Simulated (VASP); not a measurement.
A run of VASP 6.6.1 is set up as follows.

Contents of INCAR:

```
SYSTEM = Ca3ZrN3
PREC     = Accurate       ! precision mode
ENCUT    = 520            ! plane-wave cutoff, eV
EDIFF    = 1E-7           ! SCF threshold, eV
ISMEAR   = 0              ! smearing method
SIGMA    = 0.1            ! smearing width, eV
LREAL    = .False.        ! projectors in reciprocal space
LASPH    = .True.         ! aspherical terms in the spheres
NELM     = 120            ! most SCF steps
ALGO     = Normal         ! electronic algorithm
ISIF     = 3              ! what is computed and relaxed
LWAVE    = .False.        ! write WAVECAR
LCHARG   = .False.        ! write CHGCAR
GGA      = PE             ! functional
IBRION   = 2              ! ionic algorithm
NSW      = 60             ! ionic steps
EDIFFG   = -0.005         ! ionic threshold
POTIM    = 0.3            ! step
KPAR     = 2
```

File KPOINTS:

```
regular mesh
0
Gamma
  6 6 6
  0 0 0
```

POSCAR

```
Ca3ZrN3                                 
1.0
    4.8001502298      0.0000000000     -0.0000000000
    0.0000000000      4.8001502298      0.0000000000
    0.0000000000     -0.0000000000      4.8001502298
  Ca              Zr              N             
     3     1     3
Direct
     0.0000000000000000    0.5000000000000000    0.5000000000000000
     0.5000000000000000    0.0000000000000000    0.5000000000000000
     0.5000000000000000    0.5000000000000000    0.0000000000000000
     0.0000000000000000    0.0000000000000000    0.0000000000000000
     0.5000000000000000    0.0000000000000000    0.0000000000000000
     0.0000000000000000    0.5000000000000000    0.0000000000000000
     0.0000000000000000    0.0000000000000000    0.5000000000000000
```

Potentials or basis: VASP PAW PBE potentials, release 64 (Ca_sv, Zr_sv, N).

Launch:

```console
$ cat potpaw_PBE.64/Ca_sv/POTCAR potpaw_PBE.64/Zr_sv/POTCAR potpaw_PBE.64/N/POTCAR > POTCAR
$ mpirun -np 2 vasp_std > vasp.out
```

Predict the band gap on the k mesh.

none (metal or under the smearing width).

Final structure:
```
CELL_PARAMETERS angstrom
4.80015 0.00000 0.00000
0.00000 4.80015 0.00000
0.00000 0.00000 4.80015
ATOMIC_POSITIONS crystal
Ca 0.00000 0.50000 0.50000
Ca 0.50000 0.00000 0.50000
Ca 0.50000 0.50000 0.00000
Zr 0.00000 0.00000 0.00000
N 0.50000 0.00000 0.00000
N 0.00000 0.50000 0.00000
N 0.00000 0.00000 0.50000
```

Caveat: the relaxation stopped at its first step, so nothing moved.
